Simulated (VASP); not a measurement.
Here is the system:

```
CELL_PARAMETERS angstrom
      4.63128     0.00000     0.00000
      0.00000     4.63128     0.00000
      0.00000     0.00000     4.63128
ATOMIC_POSITIONS crystal
  Cs 0.00000 0.00000 0.00000
  I  0.50000 0.50000 0.50000
```

Computed with PBE0 hybrid, VASP's PBE PAW potentials (set 64) (plane waves; VASP). Run with 520 eV cut-off, 4×4×4 Γ-centred mesh, Gaussian smearing of 0.050 eV, potentials Cs_sv I.

Task: Give the energy at these volumes per atom, relative to the lowest: 46.37, 47.90, 49.43, 50.95, 52.48 Å³.

Result: 8.4, 2.2, 0.0, 1.0, 4.7 meV/atom. A third-order Birch-Murnaghan fit gives B0 = 10.7 GPa and B0′ = 5.1.

The compound is CsI in the CsCl type structure. It was relaxed first. The cell's shape comes from a PBE relaxation.
